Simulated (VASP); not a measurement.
Here is the system:

```yaml
crystal:
  lattice:
    - [0.00000, 3.27089, 3.27089]
    - [3.27089, 0.00000, 3.27089]
    - [3.27089, 3.27089, 0.00000]
  atoms:
    - { symbol: Te, position: [0.00000, 0.00000, 0.00000] }
    - { symbol: Pb, position: [0.50000, 0.50000, 0.50000] }
```

Level of theory: PBE GGA, VASP's PBE PAW potentials (set 64) (plane waves; VASP). Run with 300 eV cut-off, 9×9×9 Γ-centred mesh, Gaussian smearing of 0.010 eV, potentials Te Pb_d.

Estimate the energy per atom (σ→0).

```
Item                            Value
---------------------  --------------
energy per atom (σ→0)  -3.760 eV/atom
```

Total energies compare only between runs with the same potentials, cut-off and functional.

The structure comes from a computed database's TePb entry (Fm-3m); how it stands against other phases isn't given here. The cell was not relaxed at this level.
